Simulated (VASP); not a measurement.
Calculation: PBE GGA, VASP's PBE PAW potentials (set 64) (plane waves; VASP 6.6.1).

Input for VASP

File POSCAR:
```
GaN
2.2780630
  0.0000000000   1.0000000000   1.0000000000
  1.0000000000   0.0000000000   1.0000000000
  1.0000000000   1.0000000000   0.0000000000
Ga N
1 1
Cart
  0.0000000000   0.0000000000   0.0000000000
  1.5000000000   1.5000000000   1.5000000000
```

### INCAR
```
# general
SYSTEM   =  GaN
PREC     =  Accurate
ENCUT    =  400
LREAL    =  .False.
LASPH    =  .True.

# electronic loop
EDIFF    =  1E-6
NELM     =  100
ALGO     =  Normal
LMAXMIX  =  4

# smearing
ISMEAR   =  0
SIGMA    =  0.01

# functional
GGA      =  PE

# ions
ISIF     =  2

# output
LWAVE    =  .False.
LCHARG   =  .False.
```

### KPOINTS
```
Regular mesh
0
G
  6 6 6
0 0 0
```

POTCAR, in this order: Ga_d N (PBE.64 set). Program: vasp_std.

At this cut-off the stress carries a Pulay error, which pulls relaxed volumes low.

Predict the energy per atom (σ→0), pressure, band gap (on the k-mesh).

```json
{
  "energy per atom (σ→0)": "-6.076 eV/atom",
  "band gap (on the k-mesh)": "1.50 eV",
  "pressure": "-4.11 GPa"
}
```

File OSZICAR:
```
...
DAV:   7    -0.121596832197E+02   -0.52346E-02   -0.30550E-01   421   0.754E+00    0.182E+00
DAV:   8    -0.121556878838E+02    0.39953E-02   -0.69881E-02   464   0.402E+00    0.818E-01
DAV:   9    -0.121510121532E+02    0.46757E-02   -0.18702E-02   631   0.330E+00    0.202E-01
DAV:  10    -0.121513819411E+02   -0.36979E-03   -0.16212E-03   490   0.635E-01    0.818E-02
DAV:  11    -0.121512943639E+02    0.87577E-04   -0.38430E-04   598   0.359E-01    0.165E-02
DAV:  12    -0.121512996373E+02   -0.52733E-05   -0.31657E-05   459   0.903E-02    0.938E-03
DAV:  13    -0.121512995384E+02    0.98848E-07   -0.25583E-06   425   0.149E-02
   1 F= -.12151300E+02 E0= -.12151300E+02  d E =-.127204E-24
```

The structure comes from a computed database's GaN entry; how it stands against other phases isn't given here. The cell was not relaxed at this level.
